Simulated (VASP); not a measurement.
VASP input:

File POSCAR:
```
MoS2
1.0
  3.1500720000   0.0000000000   0.0000000000
 -1.5750360000   2.7280420000   0.0000000000
  0.0000000000   0.0000000000  13.0321100000
Mo S
2 4
Cartesian
  0.0000000000   0.0000000000   3.2580275000
  0.0000000000   0.0000000000   9.7740825000
 -0.0000015750   1.8186955760   4.7924281314
  1.5750375750   0.9093464240   8.2396818686
  1.5750375750   0.9093464240  11.3084831314
 -0.0000015750   1.8186955760   1.7236268686
```

### INCAR
```
SYSTEM = MoS2
PREC = Accurate
ENCUT = 300
EDIFF = 1E-6
NELM = 100
ALGO = Normal
LREAL = .FALSE.
LASPH = .TRUE.
ISMEAR = 0
SIGMA = 0.02
GGA = PE
LMAXMIX = 4
LWAVE = .FALSE.
LCHARG = .FALSE.
ISIF = 3
IBRION = 2
NSW = 50
EDIFFG = -0.01
```

KPOINTS:
```
Automatic mesh
0
Gamma
6 6 2
0 0 0
```

POTCAR, in this order: Mo_sv S (PBE.64 set). Program: vasp_std.

Q: Translate this PBE calculation to Quantum ESPRESSO's pw.x.

A: One equivalent input (not run):
```
&CONTROL
  calculation = 'vc-relax'
  pseudo_dir = './pseudo'
  outdir = './out'
  tprnfor = .true.
  tstress = .true.
  nstep = 50
  forc_conv_thr = 0.00039
/
&SYSTEM
  ibrav = 0
  nat = 6
  ntyp = 2
  ecutwfc = 80
  occupations = 'smearing'
  smearing = 'gaussian'
  degauss = 0.00147
  input_dft = 'pbe'
/
&ELECTRONS
  conv_thr = 7.3e-08
  electron_maxstep = 100
/
&IONS
/
&CELL
/
ATOMIC_SPECIES
  Mo 95.950 Mo.upf
  S 32.060 S.upf
CELL_PARAMETERS angstrom
     3.1500720    0.0000000    0.0000000
    -1.5750360    2.7280420    0.0000000
     0.0000000    0.0000000   13.0321100
ATOMIC_POSITIONS crystal
  Mo   0.0000000  0.0000000  0.2500000
  Mo   0.0000000  0.0000000  0.7500000
  S    0.3333330  0.6666670  0.3677400
  S    0.6666670  0.3333330  0.6322600
  S    0.6666670  0.3333330  0.8677400
  S    0.3333330  0.6666670  0.1322600
K_POINTS automatic
  6 6 2 0 0 0
```
What does not carry over: the potentials are each code's own (VASP's PAW set, PseudoDojo norm-conserving files in pw.x), so ENCUT and ecutwfc are chosen apart and not converted; conv_thr bounds pw.x's estimated SCF error, while EDIFF bounds the energy change between steps; forc_conv_thr acts on force components and is met together with etot_conv_thr.

The structure comes from a computed database's MoS2 entry; how it stands against other phases isn't given here. This run relaxes it. Symmetry was kept, so distortions that lower it aren't found. The run is one of a series of settings (EDIFFG = -0.01, IBRION = 2, ISIF = 3, NSW = 50 against the base run), some of them coarse on purpose.
